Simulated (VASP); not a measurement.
Here is the system:

```
CELL_PARAMETERS angstrom
      5.82902     0.00000     0.00000
      0.00000     5.82902     0.00000
      0.00000     0.00000     5.82902
ATOMIC_POSITIONS crystal
  Cs 0.00000 0.00000 0.00000
  Pb 0.50000 0.50000 0.50000
  Cl 0.50000 0.00000 0.50000
  Cl 0.00000 0.50000 0.50000
  Cl 0.50000 0.50000 0.00000
```

All values below come from revPBE GGA, VASP's PBE PAW potentials (set 64) (plane waves; VASP 6.6.1). Numerical set-up: 520 eV cut-off, Gaussian smearing of 0.050 eV, potentials Cs_sv Pb_d Cl.

Unless said otherwise, spin-orbit coupling is left out, though it shifts the bands of the heavy elements here.

### Question
Give the energies of bands 13 to 25 at the high-symmetry points, in eV from the valence-band maximum.

### Answer

| band | Γ | X | M | R |
|---|---|---|---|---|
| 13 | -6.34 | -7.00 | -7.55 | -7.70 |
| 14 | -3.57 | -3.50 | -3.39 | -2.28 |
| 15 | -3.57 | -3.50 | -2.41 | -2.28 |
| 16 | -3.57 | -2.24 | -2.02 | -2.28 |
| 17 | -1.79 | -1.88 | -1.98 | -2.01 |
| 18 | -1.79 | -1.88 | -1.98 | -2.01 |
| 19 | -1.79 | -1.86 | -1.93 | -1.46 |
| 20 | -1.73 | -1.79 | -1.93 | -1.46 |
| 21 | -1.73 | -1.79 | -1.46 | -1.46 |
| 22 | -1.73 | -1.27 | -0.61 | 0.00 |
| 23 | 4.17 | 3.28 | 2.91 | 2.47 |
| 24 | 5.25 | 5.41 | 2.91 | 2.47 |
| 25 | 5.25 | 5.48 | 5.16 | 2.47 |

The gap is direct, 2.47 eV, from the valence maximum at R to the conduction minimum at R.

The compound is CsPbCl3 in the cubic perovskite structure, the ideal cubic form; the compound distorts at low or room temperature. It was relaxed first, which changed the volume by +12 %.
